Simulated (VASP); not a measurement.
OSZICAR of a VASP run on AlN (relaxed from the wurtzite structure, space group P6_3mc):

### OSZICAR
```
...
DAV:   1     0.422220227332E+02    0.42222E+02   -0.80036E+03   872   0.124E+03
DAV:   2    -0.426996477022E+02   -0.84922E+02   -0.78921E+02  1292   0.231E+02
DAV:   3    -0.469244218381E+02   -0.42248E+01   -0.42105E+01  1136   0.556E+01
DAV:   4    -0.469612359015E+02   -0.36814E-01   -0.36808E-01   984   0.606E+00
DAV:   5    -0.469617972446E+02   -0.56134E-03   -0.56132E-03  1108   0.765E-01    0.122E+01
DAV:   6    -0.390352413265E+02    0.79266E+01   -0.14613E+01  1040   0.287E+01    0.549E+00
DAV:   7    -0.377797767095E+02    0.12555E+01   -0.61251E-01   916   0.805E+00    0.304E+00
DAV:   8    -0.400254714819E+02   -0.22457E+01   -0.14942E+00  1092   0.104E+01    0.222E+00
DAV:   9    -0.381830050704E+02    0.18425E+01   -0.95885E-01   864   0.961E+00    0.420E-01
DAV:  10    -0.381957860734E+02   -0.12781E-01   -0.84574E-02   940   0.343E+00    0.431E-01
DAV:  11    -0.382334575713E+02   -0.37671E-01   -0.45268E-03  1004   0.783E-01    0.394E-01
DAV:  12    -0.383720419052E+02   -0.13858E+00   -0.30521E-02   864   0.223E+00    0.267E-01
DAV:  13    -0.383808277114E+02   -0.87858E-02   -0.11794E-02  1024   0.117E+00    0.125E-01
DAV:  14    -0.383830491630E+02   -0.22215E-02   -0.49252E-04   920   0.275E-01    0.102E-01
DAV:  15    -0.383847729102E+02   -0.17237E-02   -0.14731E-03   872   0.492E-01    0.509E-02
DAV:  16    -0.383850668018E+02   -0.29389E-03   -0.81641E-05  1052   0.130E-01    0.314E-02
DAV:  17    -0.383851129049E+02   -0.46103E-04   -0.61844E-05   952   0.787E-02    0.201E-02
DAV:  18    -0.383851076860E+02    0.52189E-05   -0.60364E-06   872   0.373E-02    0.174E-02
DAV:  19    -0.383851008748E+02    0.68112E-05   -0.23910E-06   732   0.202E-02    0.832E-03
DAV:  20    -0.383851157680E+02   -0.14893E-04   -0.55349E-07   460   0.110E-02    0.154E-03
DAV:  21    -0.383851130393E+02    0.27287E-05   -0.35766E-07   432   0.513E-03    0.181E-03
DAV:  22    -0.383851130049E+02    0.34419E-07   -0.87102E-08   432   0.423E-03
   1 F= -.38385113E+02 E0= -.38385113E+02  d E =-.383851E+02
       N       E                     dE             d eps       ncg     rms          rms(c)
DAV:   1    -0.387586025653E+02   -0.37349E+00   -0.87826E+00   968   0.302E+01    0.395E+00
DAV:   2    -0.384098936514E+02    0.34871E+00   -0.96629E-01  1052   0.831E+00    0.125E+00
DAV:   3    -0.383993009543E+02    0.10593E-01   -0.84970E-02   964   0.261E+00    0.442E-01
DAV:   4    -0.383961528006E+02    0.31482E-02   -0.98618E-03   928   0.125E+00    0.203E-01
DAV:   5    -0.383956798803E+02    0.47292E-03   -0.10609E-02   864   0.160E+00    0.822E-02
DAV:   6    -0.383990634362E+02   -0.33836E-02   -0.58471E-03   864   0.125E+00    0.563E-02
DAV:   7    -0.383999897565E+02   -0.92632E-03   -0.25783E-04   936   0.249E-01    0.233E-02
DAV:   8    -0.383999388760E+02    0.50881E-04   -0.44952E-05   920   0.870E-02    0.319E-03
DAV:   9    -0.384000123730E+02   -0.73497E-04   -0.60860E-06   948   0.372E-02    0.305E-03
DAV:  10    -0.383999802643E+02    0.32109E-04   -0.17542E-06   644   0.174E-02    0.139E-03
DAV:  11    -0.383999794983E+02    0.76602E-06   -0.50691E-07   448   0.946E-03
   2 F= -.38399979E+02 E0= -.38399979E+02  d E =-.148665E-01
       N       E                     dE             d eps       ncg     rms          rms(c)
DAV:   1    -0.385228391348E+02   -0.12286E+00   -0.18468E+00   984   0.134E+01    0.182E+00
DAV:   2    -0.384526081475E+02    0.70231E-01   -0.22667E-01  1052   0.399E+00    0.523E-01
DAV:   3    -0.384508895902E+02    0.17186E-02   -0.16188E-02   956   0.112E+00    0.208E-01
DAV:   4    -0.384511282908E+02   -0.23870E-03   -0.28898E-03   896   0.696E-01    0.863E-02
DAV:   5    -0.384494028770E+02    0.17254E-02   -0.24436E-03   864   0.745E-01    0.226E-02
DAV:   6    -0.384519241429E+02   -0.25213E-02   -0.85319E-04   864   0.465E-01    0.219E-02
DAV:   7    -0.384517871021E+02    0.13704E-03   -0.64704E-05   996   0.124E-01    0.883E-03
DAV:   8    -0.384518381053E+02   -0.51003E-04   -0.67325E-06   932   0.354E-02    0.166E-03
DAV:   9    -0.384518079138E+02    0.30191E-04   -0.13878E-06   612   0.174E-02    0.101E-03
DAV:  10    -0.384518232766E+02   -0.15363E-04   -0.30394E-07   440   0.623E-03    0.775E-04
DAV:  11    -0.384518227627E+02    0.51391E-06   -0.36057E-08   432   0.225E-03
   3 F= -.38451823E+02 E0= -.38451823E+02  d E =-.667098E-01
       N       E                     dE             d eps       ncg     rms          rms(c)
DAV:   1    -0.384518669627E+02   -0.43686E-04   -0.10016E-03   972   0.314E-01    0.422E-02
DAV:   2    -0.384518241879E+02    0.42775E-04   -0.11980E-04  1056   0.915E-02    0.126E-02
DAV:   3    -0.384518308572E+02   -0.66693E-05   -0.86887E-06   956   0.262E-02    0.500E-03
DAV:   4    -0.384518068007E+02    0.24056E-04   -0.13124E-06   576   0.151E-02    0.186E-03
DAV:   5    -0.384518339358E+02   -0.27135E-04   -0.11805E-06   576   0.154E-02    0.529E-04
DAV:   6    -0.384518133852E+02    0.20551E-04   -0.41542E-07   432   0.954E-03    0.422E-04
DAV:   7    -0.384518189460E+02   -0.55608E-05   -0.30746E-08   432   0.216E-03    0.272E-04
DAV:   8    -0.384518179649E+02    0.98112E-06   -0.35366E-09   432   0.724E-04
   4 F= -.38451818E+02 E0= -.38451818E+02  d E =-.667050E-01
       N       E                     dE             d eps       ncg     rms          rms(c)
DAV:   1    -0.384585443591E+02   -0.67254E-02   -0.50025E-01   864   0.683E+00    0.228E-01
DAV:   2    -0.384577096822E+02    0.83468E-03   -0.49740E-03  1084   0.703E-01    0.139E-01
DAV:   3    -0.384572205232E+02    0.48916E-03   -0.11300E-03   928   0.387E-01    0.259E-02
DAV:   4    -0.384571718086E+02    0.48715E-04   -0.34085E-04   944   0.265E-01    0.125E-02
DAV:   5    -0.384571508494E+02    0.20959E-04   -0.13226E-04   872   0.158E-01    0.776E-03
DAV:   6    -0.384572190756E+02   -0.68226E-04   -0.38832E-05   864   0.808E-02    0.395E-03
DAV:   7    -0.384572145332E+02    0.45424E-05   -0.42684E-06   976   0.269E-02    0.837E-04
DAV:   8    -0.384572222926E+02   -0.77594E-05   -0.13010E-06   620   0.167E-02    0.682E-04
DAV:   9    -0.384572198053E+02    0.24873E-05   -0.18703E-07   432   0.620E-03    0.428E-04
DAV:  10    -0.384572209328E+02   -0.11275E-05   -0.57629E-08   432   0.325E-03    0.109E-04
DAV:  11    -0.384572207471E+02    0.18562E-06   -0.11837E-08   432   0.122E-03
   5 F= -.38457221E+02 E0= -.38457221E+02  d E =-.540278E-02
       N       E                     dE             d eps       ncg     rms          rms(c)
DAV:   1    -0.384585427146E+02   -0.13218E-02   -0.17406E-01   864   0.402E+00    0.134E-01
DAV:   2    -0.384582561822E+02    0.28653E-03   -0.17315E-03  1080   0.414E-01    0.821E-02
DAV:   3    -0.384580725102E+02    0.18367E-03   -0.38929E-04   928   0.227E-01    0.149E-02
DAV:   4    -0.384580805094E+02   -0.79991E-05   -0.11688E-04   940   0.155E-01    0.726E-03
DAV:   5    -0.384580609739E+02    0.19535E-04   -0.43710E-05   872   0.906E-02    0.459E-03
DAV:   6    -0.384580895474E+02   -0.28574E-04   -0.12745E-05   864   0.460E-02    0.224E-03
DAV:   7    -0.384580859662E+02    0.35812E-05   -0.15610E-06   692   0.167E-02    0.422E-04
DAV:   8    -0.384580903457E+02   -0.43795E-05   -0.55418E-07   544   0.984E-03    0.373E-04
DAV:   9    -0.384580888091E+02    0.15366E-05   -0.54410E-08   432   0.334E-03    0.271E-04
DAV:  10    -0.384580892276E+02   -0.41850E-06   -0.11960E-08   432   0.143E-03
   6 F= -.38458089E+02 E0= -.38458089E+02  d E =-.627126E-02
       N       E                     dE             d eps       ncg     rms          rms(c)
DAV:   1    -0.384580899812E+02   -0.11721E-05   -0.50874E-04   864   0.218E-01    0.727E-03
DAV:   2    -0.384580893322E+02    0.64902E-06   -0.51059E-06  1080   0.225E-02
   7 F= -.38458089E+02 E0= -.38458089E+02  d E =-.627137E-02
       N       E                     dE             d eps       ncg     rms          rms(c)
DAV:   1    -0.384581088332E+02   -0.18852E-04   -0.66776E-03   864   0.768E-01    0.384E-02
DAV:   2    -0.384581054649E+02    0.33684E-05   -0.16709E-04  1092   0.119E-01    0.244E-02
DAV:   3    -0.384580536498E+02    0.51815E-04   -0.28070E-05   996   0.594E-02    0.432E-03
DAV:   4    -0.384580979493E+02   -0.44300E-04   -0.57565E-06   956   0.280E-02    0.239E-03
DAV:   5    -0.384580579034E+02    0.40046E-04   -0.16561E-06   576   0.195E-02    0.131E-03
DAV:   6    -0.384580980674E+02   -0.40164E-04   -0.15707E-06   576   0.191E-02    0.635E-04
DAV:   7    -0.384580789661E+02    0.19101E-04   -0.37934E-07   432   0.781E-03    0.236E-04
DAV:   8    -0.384580813406E+02   -0.23745E-05   -0.24402E-08   432   0.175E-03    0.207E-04
DAV:   9    -0.384580806978E+02    0.64278E-06   -0.24397E-09   432   0.555E-04
   8 F= -.38458081E+02 E0= -.38458081E+02  d E =0.863436E-05
       N       E                     dE             d eps       ncg     rms          rms(c)
DAV:   1    -0.384581159845E+02   -0.34644E-04   -0.19542E-03   864   0.415E-01    0.206E-02
DAV:   2    -0.384581077062E+02    0.82783E-05   -0.48084E-05  1084   0.639E-02    0.131E-02
DAV:   3    -0.384581193202E+02   -0.11614E-04   -0.79749E-06   984   0.326E-02    0.242E-03
DAV:   4    -0.384580969005E+02    0.22420E-04   -0.16742E-06   584   0.161E-02    0.120E-03
DAV:   5    -0.384581174718E+02   -0.20571E-04   -0.65909E-07   464   0.122E-02    0.620E-04
DAV:   6    -0.384581003588E+02    0.17113E-04   -0.40376E-07   432   0.978E-03    0.401E-04
DAV:   7    -0.384581061580E+02   -0.57992E-05   -0.56835E-08   432   0.269E-03    0.181E-04
DAV:   8    -0.384581050891E+02    0.10689E-05   -0.72199E-09   432   0.104E-03    0.149E-04
DAV:   9    -0.384581059036E+02   -0.81458E-06   -0.18413E-09   432   0.552E-04
   9 F= -.38458106E+02 E0= -.38458106E+02  d E =-.165715E-04
```

**Question.** Which electronic solver shows in the log?

**Answer.** It is blocked Davidson (ALGO = Normal, or the opening steps of other solvers). The INCAR had ALGO = Normal.

**Question.** Can the final energy be trusted as converged?

**Answer.** Self-consistency was reached. It stopped with EDIFF = 1E-6, NELM = 100, NSW = 60 and EDIFFG = -0.01 after 9 ionic steps (r2SCAN meta-GGA, plane waves, VASP's PBE PAW potentials (set 64)). Energy and stress use the plane-wave basis of the starting cell.

The structure was generated: AlN was put into the wurtzite type (P6_3mc), which need not be its known phase. This run relaxes it. Symmetry was kept, so distortions that lower it aren't found.
